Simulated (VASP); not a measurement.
## BaTiO3: transverse stress against strain

BaTiO3 (tetragonal perovskite, P4mm, 12.827 Å³/atom and stress up to 0.23 GPa in the relaxed cell, c along z) under a strain ε along c (axis z), the other axes held. PBEsol in VASP (plane waves, PAW), 600 eV, 8×8×8 Γ-centred mesh, Gaussian smearing 0.05 eV; ions are relaxed, or left where forces stay under 0.02 eV/Å, within the symmetry of each cell. Stress is positive for a compressed cell.

Here s stands for strain and y for stress xx.

| strain (%) | stress xx (GPa) |
|---|---|
| -3.00 | ? |
| -1.50 | 1.25 |
| -1.00 | 0.76 |
| -0.50 | 0.30 |
| 0.00 | -0.15 |
| 0.50 | -0.60 |
| 1.00 | -1.03 |
| 1.50 | -1.44 |

The 7 complete rows are fitted with a straight line, y against s. Means: s 0, y -0.130. About the means, the sum of products is -6.2750 and the sum of squares of s is 7.0000; the slope is their ratio. Least squares gives y = -0.130 - 0.8964·s. Residuals (row less fit): 0.035, -0.006, -0.018, -0.020, -0.022, -0.004, 0.035; standard error 0.027 (degrees of freedom: 5). The slope gives the elastic constant C13 = 90 ± 1 GPa (± standard error of the fit, which holds the terms cut off).

Q: Estimate the missing y (s = -3.00); what did the run itself give?

A: y = -0.130 - 0.8964 × (-3.0) = 2.559 GPa. The calculation gives 2.83 GPa, 0.271 GPa above the prediction (6.3 % of the range of y in the table). The row lies outside the fitted rows, so this is an extrapolation. From the scatter of the fitted rows alone, a prediction at this place has a standard error of 0.042 GPa, so the miss is 6.5 times that.

A polynomial of degree 2 through the 12 other runs of the series gives 2.80 there, so most of the miss is curvature that the fit leaves out. Rows are the converged runs of the series near zero and its far end, less any whose ions stayed unrelaxed beside relaxed ones; series whose fitted rows scatter by over a few per cent of the range, as at a crossing or softening among them, aren't shown in this form. Most that stay on the fit to the last digits aren't either.
